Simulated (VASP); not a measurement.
Data:

```yaml
crystal:
  lattice:
    - [1.58500, -2.74530, 0.00000]
    - [1.58500, 2.74530, 0.00000]
    - [0.00000, 0.00000, 3.53000]
  atoms:
    - { symbol: Zr, position: [0.00000, 0.00000, 0.00000] }
    - { symbol: B, position: [0.33333, 0.66667, 0.50000] }
    - { symbol: B, position: [0.66667, 0.33333, 0.50000] }
```

All values below come from PBE GGA, VASP's PBE PAW potentials (set 64) (plane waves; VASP). Run with 520 eV cut-off, KSPACING 0.4 per Å, first-order Methfessel-Paxton smearing of 0.10 eV, potentials Zr_sv B.

Q: Give the stress tensor in GPa (positive for a compressed cell).

A: 
```
1.46  0.00  0.00
0.00  1.46  0.00
0.00  0.00  1.03
```
The pressure is its mean diagonal, 1.32 GPa.

The compound is ZrB2 in the AlB2 type structure. The cell was not relaxed at this level. The run is one of a series of settings (KGAMMA = .TRUE., KSPACING = 0.4, KPOINTS file removed against the base run), some of them coarse on purpose.
